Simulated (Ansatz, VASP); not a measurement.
## WC (Qusongite): VASP beside Ansatz

One calculation is typed for both programs; each brings its own data sets and cutoff. How far apart do they land?

Program: Ansatz 0.2.0. Level of theory: plane waves, with VASP 6.6.1 beside it; relaxation of cell and atoms at r2SCAN with D4. Results are calculated unless marked as measured.

### 1. Starting point

The structure is hexagonal, space group P-6m2 (No. 187). Conventional cell: a = 2.907 Å, b = 2.907 Å, c = 2.837 Å, α = 90.00°, β = 90.00°, γ = 120.00°. Nearest to W lie 6 C at 2.20 Å. C has 6 W at 2.20 Å nearest. Farther neighbours are not listed.

Structure file:

```
W C
1.0
     2.90650    0.00000    0.00000
    -1.45325    2.51710    0.00000
     0.00000    0.00000    2.83660
W C
1 1
Direct
  0.00000 0.00000 0.00000
  0.66667 0.33333 0.50000
```

### 2. VASP: relaxation of cell and atoms, r2SCAN with D4

The relaxed volume is the usual yardstick between codes: its relative difference is about their pressure difference at one cell divided by the bulk modulus.

Lines of VASP's logs that name or quote its potential files are left out, and so is its time.

INCAR reads:

```
SYSTEM = WC
PREC = Accurate
ENCUT = 560
EDIFF = 1E-06
NELM = 100
ISMEAR = -1
SIGMA = 0.05
LREAL = .FALSE.
ALGO = Normal
METAGGA = R2SCAN
IVDW = 13
VDW_S6 = 1
VDW_S8 = 0.6018749
VDW_A1 = 0.51559235
VDW_A2 = 5.77342911
LASPH = .TRUE.
NBANDS = 11
LORBIT = 11
LWAVE = .FALSE.
LCHARG = .FALSE.
KPAR = 2
IBRION = 2
NSW = 60
ISIF = 3
EDIFFG = -0.01
```

POSCAR reads:

```
WC
1.0
    2.9065000000      0.0000000000      0.0000000000
   -1.4532500000      2.5171028361      0.0000000000
    0.0000000000      0.0000000000      2.8366000000
W C
1 1
Direct
    0.0000000000      0.0000000000      0.0000000000
    0.6666666667      0.3333333333      0.5000000000
```

KPOINTS reads:

```
Automatic mesh
0
Gamma
10 10 9
0 0 0
```

PAW data sets: W and C (PBE family, release 64).

Run with:

```
$ mpirun -np 2 vasp_std
```

Numbers of over 12 decimals in the logs are rounded to 6 here.

The log of the run:

```text
[banner, memory and clock lines left out]
running    2 mpi-ranks, on    1 nodes
 distrk:  each k-point on    1 cores,    2 groups
 distr:  one band on    1 cores,    1 groups

 POSCAR found type information on POSCAR W C
 POSCAR found :  2 types and       2 ions
|                                                                             |
|               ----> ADVICE to this user running VASP <----                  |
|                                                                             |
|     You enforced a specific xc type in the INCAR file but a different       |
|     [... a line on the potential file left out ...]
|     I HOPE YOU KNOW WHAT YOU ARE DOING!                                     |
|                                                                             |

 LDA part: xc-table for (None), standard interpolation
 POSCAR, INCAR and KPOINTS ok, starting setup
 FFT: planning ... GRIDC
 FFT: planning ... GRID_SOFT
 FFT: planning ... GRID
 WAVECAR not read
 entering main loop
       N       E                     dE             d eps       ncg     rms          rms(c)
DAV:   1    -0.964366439371E+01   -0.96437E+01   -0.55714E+03  1548   0.916E+02
DAV:   2    -0.626302504308E+02   -0.52987E+02   -0.50123E+02  1791   0.218E+02
DAV:   3    -0.647781324758E+02   -0.21479E+01   -0.21229E+01  1894   0.365E+01
DAV:   4    -0.647931451709E+02   -0.15013E-01   -0.15009E-01  1689   0.350E+00
DAV:   5    -0.647932118808E+02   -0.66710E-04   -0.66708E-04  1881   0.232E-01    0.313E+01
DAV:   6    -0.616945384383E+02    0.30987E+01   -0.10711E+01  1781   0.203E+01    0.113E+01
DAV:   7    -0.617602191111E+02   -0.65681E-01   -0.50063E-01  1656   0.602E+00    0.814E+00
DAV:   8    -0.617497765237E+02    0.10443E-01   -0.67953E-02  1747   0.198E+00    0.235E+00
DAV:   9    -0.617465080708E+02    0.32685E-02   -0.46418E-03  1711   0.557E-01    0.332E-01
DAV:  10    -0.617466801464E+02   -0.17208E-03   -0.28375E-04  1735   0.140E-01    0.776E-02
DAV:  11    -0.617466714014E+02    0.87450E-05   -0.20104E-05  1771   0.306E-02    0.737E-03
DAV:  12    -0.617466706908E+02    0.71059E-06   -0.17026E-06  1521   0.135E-02
   1 F= -.62075487E+02 E0= -.62074598E+02  d E =-.620755E+02
[...]
2 F= -.62069704E+02 E0= -.62068859E+02  d E =0.578303E-02
[...]
3 F= -.62076267E+02 E0= -.62075396E+02  d E =-.780478E-03
[...]
4 F= -.62076267E+02 E0= -.62075395E+02  d E =-.780179E-03
[...]
5 F= -.62076261E+02 E0= -.62075393E+02  d E =0.638357E-05
 trial-energy change:    0.000006  1 .order    0.000000   -0.000034    0.000035
 step:   0.3163(harm=  0.4206)  dis= 0.00000  next Energy=   -62.076273 (dE=-0.602E-05)
 bond charge predicted
       N       E                     dE             d eps       ncg     rms          rms(c)
DAV:   1    -0.617461322411E+02    0.61759E-04   -0.51230E-04  1540   0.176E-01    0.179E-02
DAV:   2    -0.617461294074E+02    0.28337E-05   -0.97877E-06  1819   0.271E-02    0.135E-02
DAV:   3    -0.617461288403E+02    0.56708E-06   -0.13699E-06  1167   0.908E-03
   6 F= -.62076274E+02 E0= -.62075404E+02  d E =-.712702E-05
 curvature:  -0.20 expect dE=-0.498E-06 dE for cont linesearch -0.158E-06
 trial: gam=-0.09122 g(F)=  0.489E-47 g(S)=  0.253E-05 ort = 0.565E-05 (trialstep = 0.743E+00)
 search vector abs. value=  0.183E-05
 reached required accuracy - stopping structural energy minimisation
```

Parts of OUTCAR (step 2):

```text
ion  position               nearest neighbor table
   1  0.000  0.000  0.000-   2 2.20   2 2.20   2 2.20   2 2.20   2 2.20   2 2.20
   2  0.667  0.333  0.500-   1 2.20   1 2.20   1 2.20   1 2.20   1 2.20   1 2.20

  LATTYP: Found a hexagonal cell.
 ALAT       =     2.9065000000
 C/A-ratio  =     0.9759504559

 Subroutine GETGRP returns: Found 12 space group operations
 (whereof 12 operations were pure point group operations)

The static configuration has the point symmetry D_3h.

 Found     70 irreducible k-points:

   k-points           NKPTS =     70   k-points in BZ     NKDIM =     70   number of bands    NBANDS=     11

   dimension x,y,z NGX =    24 NGY =   24 NGZ =   24
   dimension x,y,z NGXF=    48 NGYF=   48 NGZF=   48

   ENCUT  =  560.0 eV  41.16 Ry    6.42 a.u.   5.61  5.61  5.47*2*pi/ulx,y,z

   NELECT =      10.0000    total number of electrons

 k-points in reciprocal lattice and weights: Automatic mesh
   0.00000000  0.00000000  0.00000000       0.001
   0.10000000  0.00000000  0.00000000       0.007
   0.20000000  0.00000000  0.00000000       0.007
   0.30000000  0.00000000  0.00000000       0.007
   0.40000000  0.00000000  0.00000000       0.007
   0.50000000  0.00000000  0.00000000       0.003
   0.10000000  0.10000000  0.00000000       0.007
   0.20000000  0.10000000  0.00000000       0.013
   0.30000000  0.10000000  0.00000000       0.013
[...]
0.40000000  0.20000000  0.44444444       0.013
   0.30000000  0.30000000  0.44444444       0.013

 average (electrostatic) potential at core
       1 -42.9585       2 -48.0586

 E-fermi :   8.2448

 k-point     1 :       0.0000    0.0000    0.0000
  band No.  band energies     occupation
      1      -7.0340      2.00000
      2       3.7207      2.00000
      3       4.7174      2.00000
      4       4.7174      2.00000
      5       8.4055      0.07737
      6      11.5996      0.00000
      7      11.5996      0.00000
      8      14.2482      0.00000
      9      14.2482      0.00000
    ...

 k-point     2 :       0.1000    0.0000    0.0000
  band No.  band energies     occupation
      1      -6.7767      2.00000
      2       3.7584      2.00000
      3       4.4041      2.00000
      4       4.9718      2.00000
      5       7.6436      1.99999
      6      11.5040      0.00000
      7      12.4538      0.00000
      8      13.7042      0.00000
      9      14.0544      0.00000
     10      15.9921      0.00000
    ...

 k-point     3 :       0.2000    0.0000    0.0000
  band No.  band energies     occupation
      1      -6.0629      2.00000
      2       2.9926      2.00000
      3       4.6105      2.00000
      4       5.6709      2.00000
      5       6.4022      2.00000
      6      11.2627      0.00000
      7      12.6303      0.00000
      8      13.6173      0.00000
      9      13.8714      0.00000
     10      17.6292      0.00000
    ...

  DFT-D4 for vdW energy calculation

  Edisp (eV):   -0.33015

  Total      -0.00032    -0.00032    -0.01023     0.00000     0.00000     0.00000
  in kB      -0.02455    -0.02455    -0.79339     0.00000     0.00000     0.00000
  external pressure =       -0.28 kB  Pullay stress =        0.00 kB

  energy-cutoff  :      560.00
  volume of cell :       20.66
      direct lattice vectors                 reciprocal lattice vectors
     2.903749767 -0.000000000  0.000000000     0.344382292  0.198829209 -0.000000000
    -1.451874883  2.514721064  0.000000000     0.000000000  0.397658418 -0.000000000
    -0.000000000  0.000000000  2.828871549    -0.000000000 -0.000000000  0.353497846

 POSITION                                       TOTAL-FORCE (eV/Angst)
 -----------------------------------------------------------------------------------
      0.00000      0.00000      0.00000        -0.000000      0.000000     -0.000000
      1.45187      0.83824      1.41444         0.000000     -0.000000      0.000000
 -----------------------------------------------------------------------------------
    total drift:                                0.000000     -0.000000      0.000000

  FREE ENERGIE OF THE ION-ELECTRON SYSTEM (eV)
  ---------------------------------------------------
  free  energy   TOTEN  =       -62.0762740437 eV

  energy  without entropy=      -62.0745341468  energy(sigma->0) =      -62.07540410

 reached required accuracy - stopping structural energy minimisation

 total charge
# of ion       s       p       d       tot
------------------------------------------
    1        0.618   0.897   4.383   5.898
    2        0.872   1.570   0.000   2.441
--------------------------------------------------
tot          1.490   2.467   4.383   8.339

[... 3 further parts left out ...]
```

CONTCAR:

```
WC
   1.00000000000000
     2.9037497669107153   -0.0000000000000000    0.0000000000000000
    -1.4518748834553576    2.5147210643783495    0.0000000000000000
    -0.0000000000000000    0.0000000000000000    2.8288715492376570
  W               C
     1     1
Direct
     0.0000000000000000    0.0000000000000000    0.0000000000000000
     0.6666666667000030    0.3333333332999970    0.5000000000000000
```

Dispersion corrections of this kind ignore metallic screening and tend to overbind metals. The data set W keeps the semicore shell frozen, which is cheaper and a little less accurate. The run keeps the 12 symmetry operations of its start, so it cannot find a distortion of lower symmetry.

### 3. Ansatz: relaxation of cell and atoms, r2SCAN with D4

Ansatz runs on its default PAW (the set named soft_2) files.

The same cell, functional, mesh and smearing now go to Ansatz, which takes its cutoff from its data sets.

input.yaml reads:

```yaml
crystal:
  lattice:
    - [2.9065, 0.0, 0.0]
    - [-1.45325, 2.5171028361, 0.0]
    - [0.0, 0.0, 2.8366]
  atoms:
    - { symbol: W, position: [0.0, 0.0, 0.0] }
    - { symbol: C, position: [0.6666666667, 0.3333333333, 0.5] }
hamiltonian:
  xc: r2scan
  pseudopotentials: { kind: paw }
  dispersion: d4
kpoints:
  mp_grid: { grid: [10, 10, 9] }
scf:
  occupations: { method: fermi_dirac, width: 0.05 }
relax:
  f_tol: 0.01
  max_steps: 60
  cell: { stress_tol: 0.05 }
output:
  forces: true
  stress: true
```

Run with:

```
$ ansatz run input.yaml --threads 4 --pin off --max-ram 9216MiB --backend cpu --events-out ev --progress --plain --runs-dir out
```

The log of the run:

```text
Engine: ansatz 0.2.0, aarch64-unknown-linux-gnu
Pseudopotentials: kind: paw
Pseudopotential: W, paw, valence charge 14, recommended cutoff 500 eV (meta_gga), W.paw.azcp
Pseudopotential: C, paw, valence charge 4, recommended cutoff 500 eV (meta_gga), C.paw.azcp
Functional definition: r2SCAN
  parameter k0 = 0.174
  parameter k1 = 0.065
  parameter a1 = 4.9479
  exchange = r2scan_x(k0 = k0, k1 = k1, a1 = a1)
  correlation = r2scan_c
Crystal: 2 atoms, lattice volume = 20.752 Å³
Basis set: ecut = 500 eV, 539 PW (Γ), exchange–correlation on 96×96×96 points (64 copies of the dense FFT grid, shifted against one another)
Bands: 13, of which v1, the nominal top of the filled ones, is band 9 counted from 1 (8 counted from 0)
Symmetry: 12 space group operations
Space group: P-6m2 (ITA 187), of the structure as read, at distance tolerance 2.7e-5 Å
k-points: 70 of 900 (time reversal used)
Non-local potential: W, projectors of the file, l = 0: 3, l = 1: 2, l = 2: 2, l = 3: 1
Non-local potential: C, projectors of the file, l = 0: 2, l = 1: 2, l = 2: 1
PAW form: soft (Blöchl's): semilocal exchange-correlation on the pseudo side does not see the compensation charge
PAW frozen core: W, regenerated for the run's functional (the file was generated under x = pbe(κ = 0.804, μ = 0.219515), c = pbe(β = 0.066725))
PAW frozen core: C, regenerated for the run's functional (the file was generated under x = pbe(κ = 0.804, μ = 0.219515), c = pbe(β = 0.066725))
PAW one-centre angular grid: W, 590 points (default); XC on 160 Gauss nodes
PAW one-centre angular grid: C, 302 points (default); XC on 239 of its mesh's 2573 points in the sphere
Initial density: superposition of atomic densities (neutral atoms: chi_scale 0, normalization atom), corrected by the library's trained network
Initial wavefunctions: pseudopotential atomic-orbital guess
Functional: x = r2scan, c = r2scan; τ floored in thin density (d = 2e-4 eV/Å³)
SCF iter   1: F=—  HF=-10649.580387 eV  |F-HF|=—  |Δ(HF+E_count)|=         —  Δρ=1.07e-2  dr2=1.01e-2  dr2_τ=1.83e-1  ethr=1.77e-3  ⟨swp⟩=6.1  Hψ=5043  notcnv=0
preconditioner: auto → none  [metal: Δε(μ)=0.105 eV  Ē_g=10.616 eV  σ=0.050 eV  W_gap=0.43  n_scr=8 (ndim 8)  ℏωp=25.8 eV  f_vac=0.000  D(μ)=0.23/eV (n_scr^D=0)  sad-step TF]
SCF iter   2: F=—  HF=-10649.652482 eV  |F-HF|=—  |Δ(HF+E_count)|=   7.21e-2  Δρ=6.56e-3  dr2=3.22e-3  dr2_τ=6.33e-4  ethr=5.59e-5  ⟨swp⟩=2.0  Hψ=2100  notcnv=0
SCF iter   3: F=—  HF=-10649.655434 eV  |F-HF|=—  |Δ(HF+E_count)|=   2.95e-3  Δρ=2.86e-3  dr2=4.98e-4  dr2_τ=9.59e-5  ethr=1.79e-5  ⟨swp⟩=2.1  Hψ=1254  notcnv=0
SCF iter   4: F=—  HF=-10649.656180 eV  |F-HF|=—  |Δ(HF+E_count)|=   7.46e-4  Δρ=3.11e-4  dr2=2.44e-5  dr2_τ=2.57e-6  ethr=2.77e-6  ⟨swp⟩=2.0  Hψ=1446  notcnv=0
SCF iter   5: F=—  HF=-10649.656176 eV  |F-HF|=—  |Δ(HF+E_count)|=   4.20e-6  Δρ=9.04e-5  dr2=1.36e-6  dr2_τ=1.13e-7  ethr=1.35e-7  ⟨swp⟩=2.4  Hψ=1236  notcnv=0
SCF iter   6: F=-10649.656176 eV  HF=-10649.656176 eV  |F-HF|=3.15e-8  |Δ(HF+E_count)|=   3.23e-7  Δρ=1.27e-5  dr2=1.16e-8  dr2_τ=1.17e-9  ethr=5.56e-10  ⟨swp⟩=4.0  Hψ=3861  notcnv=0
SCF 1 converged in 6 iterations: F = -10649.656176 eV  dr2 = 1.16e-8
  greatest PAW one-centre occupation: 0.999 electrons in one spin orbital (limit 2), on the W atom at site 0 (counted from 0), in its partial waves of l = 0
relax step   1: F+E_penalty+E_count = -10649.65617615 eV  Δ(F+E_penalty+E_count) = +0.000e0 eV  max|allowed force component| = 1.064e-16 eV/Å  Δτ_max = 0.0000 Å  P = -0.799 GPa  Ω = 20.752 Å³  (6 SCF iters, dr2 threshold 1.00e-7 eV, accepted)
[...]
relax step   2: F+E_penalty+E_count = -10649.65533385 eV  Δ(F+E_penalty+E_count) = +8.423e-4 eV  max|allowed force component| = 1.480e-16 eV/Å  Δτ_max = 0.0000 Å  P = +0.114 GPa  Ω = 20.726 Å³  energy of the carried Pulay correction = +1.306e-5 eV  (5 SCF iters, dr2 threshold 2.00e-7 eV, rejected (line search))
[...]
relax step   3: F+E_penalty+E_count = -10649.65652088 eV  Δ(F+E_penalty+E_count) = -3.447e-4 eV  max|allowed force component| = 1.295e-16 eV/Å  Δτ_max = 0.0000 Å  P = -0.042 GPa  Ω = 20.720 Å³  energy of the carried Pulay correction = +1.694e-5 eV  (7 SCF iters, accepted)
[...]
relax step   4: F+E_penalty+E_count = -10649.65652227 eV  Δ(F+E_penalty+E_count) = -1.394e-6 eV  max|allowed force component| = 1.665e-16 eV/Å  Δτ_max = 0.0000 Å  P = +0.000 GPa  Ω = 20.718 Å³  energy of the carried Pulay correction = +1.800e-5 eV  (2 SCF iters, dr2 threshold 1.17e-8 eV, accepted)
[...]
relax step   5: F+E_penalty+E_count = -10649.65650218 eV  Δ(F+E_penalty+E_count) = +2.009e-5 eV  max|allowed force component| = 1.665e-16 eV/Å  Δτ_max = 0.0000 Å  P = -0.000 GPa  Ω = 20.718 Å³  stress off target by 5.19e-4 GPa  SCF on the basis re-selected at this cell (its energy is not comparable with the rows above)  (5 SCF iters)
basis re-selected at this cell: Δ(F+E_penalty+E_count) = +2.009e-5 eV, ΔP = -0.000 GPa vs the last step (what re-selecting the basis moved, of the pressure what is left beyond the Pulay correction that the steps carried, after the strain that the cell walked since its last selection, with what the two solves' SCF thresholds leave and, on support functions, any second-order correction that the steps lacked; it is no m [...]
SCF converged after 5 iterations
Free energy (F): -10649.656502 eV
Harris-Foulkes:  -10649.656502 eV  (|F-HF|=5.46e-12)
Internal energy: -10649.654665 eV  (E = F + TS)
E sigma→0 (E₀):  -10649.655584 eV
Entropy (-TS):   -0.001837 eV (-0.919 meV/atom)
Fermi energy:    20.532167 eV
--- Per-component energies (eV) ---
  E_band       = -74.101198
  E_kinetic    = 542.829217
  E_local      = -664.424865  (includes V_loc(G=0)·N_el)
  E_nonlocal   = 25.840389
  E_hartree    = 235.604670
  E_xc         = -297.967757
  E_vxc        = -327.101320  (∫ρ·V_xc dr)
  E_paw        = -8693.410882  (= ΣΔE_a)
  E_vpaw       = -139.167028  (= ΣTr[D̂ρ^β])
  E_aug_tail   = -0.000044  (compensation charges beyond the density's cutoff)
  E_vtau       = 16.713158  (kinetic-family band-sum trace: ∫τ·v_τ [+ j·A + Jᵃ·Aᵃ] dr)
  E_ewald      = -1797.183370
  E_disp       = -0.329301  (pairwise vdW)
  E_core_change = -0.612723  (= ΣΔE_core)
  E_smearing   = -0.001837  (= −TS)
  E_closure    = -0.000000  (closes the sum)
  Σ components = -10649.656502   (vs F -10649.656502, Δ=0.00e0)
--- Forces (eV/Å), atoms counted from 1 ---
  atom   1  W      0.00000000     0.00000000     0.00000000
  atom   2  C      0.00000000     0.00000000     0.00000000
  max |Σ_I F_I| component: 4.07e-16 eV/Å
--- Stress (GPa, compression-positive) ---
        0.000256      -0.000000      -0.000000
       -0.000000       0.000256       0.000000
       -0.000000      -0.000000      -0.000519
  P = ⅓ Tr σ = -0.0000 GPa (-0.000 kbar)
--- Relaxed structure (4 steps of the walk, 3 accepted, 1 SCFs on fresh bases) ---
  F+E_penalty+E_count = -10649.65650218 eV   max|allowed force component| = 1.665e-16 eV/Å   (the final SCF, on the basis selected at the relaxed cell)
  cell:  # Å, volume = 20.7178 Å³
    - [2.907419, 1.0198655269670453e-19, 0]
    - [-1.453709, 2.517898, 0]
    - [0, 0, 2.830069]
  atoms:
    - { symbol: W, position: [-3.700743415524895e-17, 0, 0] }
    - { symbol: C, position: [0.666667, 0.333333, 0.5] }
```

Elapsed: 5.8 s, on 4 threads of Arm Neoverse V1, shared host; peak memory 0.34 GiB; 21 s of CPU time.

### 4. Comparison

Known differences besides the potentials themselves: VASP keeps PBE cores, Ansatz makes them for the functional; both relaxations stop at a tolerance, which leaves soft axes loose, and VASP keeps its plane-wave basis; the data sets hold 18 valence electrons in Ansatz (default PAW (the set named soft_2) files) and 10 in VASP; the cutoff is 500 eV in Ansatz and 560 eV in VASP; Ansatz adds a Pulay correction to the stress that steers its cell, VASP none. Total energies have different zeros and are not compared.

Compared:

```tsv
quantity	Ansatz	VASP	difference
volume (Å³)	20.72	20.66	+0.30 %
edge a after relaxation, in the typed setting (Å)	2.907	2.904	+0.13 %
edge c after relaxation, in the typed setting (Å)	2.830	2.829	+0.04 %
```

The walks stopped with 0.00 GPa left in Ansatz and -0.03 GPa in VASP; each walk ends within a tolerance, so the volume difference is uncertain by about these residues over the bulk modulus, most in soft cells.

### 5. Results

| Property | Result |
| --- | --- |
| difference in volume (relaxation of cell and atoms, r2SCAN with D4) | 0.30 % |

What this shows: The difference in volume is 0.30 % (relaxation of cell and atoms, r2SCAN with D4), within the 1.2 % picked in this series as the mark of a large difference, as far as the stopping tolerances let one tell. How closely two codes agree says nothing of how well the functional describes the real material.

[Lines on the potential files, build, host, timing and source positions are cut from VASP's logs without a mark.]

[Logs are printed without paths, hosts, clocks, repeated set-up lines and the standing remarks that a program may print on its own settings, such as how far it seeks lower states.]

[Hosts, paths, dates, database ids (printed as entryN), source tags and the programs' standing remarks are cut or masked in the printed files.]
